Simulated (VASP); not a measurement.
**BeRu3 under changes of volume**

One of the cells (13.149 Å³/atom); the others are scaled copies at fixed shape and fractional positions:

```
Ru Be
1.0
    -1.81772    1.81772    3.97958
     1.81772   -1.81772    3.97958
     1.81772    1.81772   -3.97958
Ru Be
3 1
Direct
  0.50000 0.50000 0.00000
  0.25000 0.75000 0.50000
  0.75000 0.25000 0.50000
  0.00000 0.00000 0.00000
```

The cell comes from a database or a generator and needn't be the stable form of this composition.

| Quantity | Value |
| --- | --- |
| Program | VASP 6.6.1 |
| Functional | PBE |
| Potentials or basis | VASP PAW PBE potentials, release 64 (Ru_pv, Be) |
| Cutoff | 520 eV |
| k mesh | 10 × 10 × 10 |
| Occupations | fermi-dirac, width 0.05 eV |
| Spin | no spin polarisation |

```csv
volume (Å³/atom),energy over the lowest point (meV/atom),pressure (GPa)
12.118,29.02,15.4
12.375,?,?
12.633,0.00,3.0
13.149,6.67,-6.8
13.407,21.06,-11.0
13.665,41.76,-14.7
```

**Question.** What does the run at 12.375 Å³/atom give?

**Answer.** Energy over the lowest point 9.53 meV/atom; pressure 8.9 GPa.

Worked out: A Birch-Murnaghan fit of order 3 (a polynomial in V^(-2/3)) to the other rows has its minimum at 12.78 Å³/atom with B0 = V·E''(V) = 257 GPa and B' = 4.7 at fixed shape and positions, which overstates the stiffness. It gives 9.55 meV/atom at 12.375 Å³/atom, against the run's 9.53, and -dE/dV = 8.9 GPa, against 8.9.

Energies are extrapolated to zero smearing.
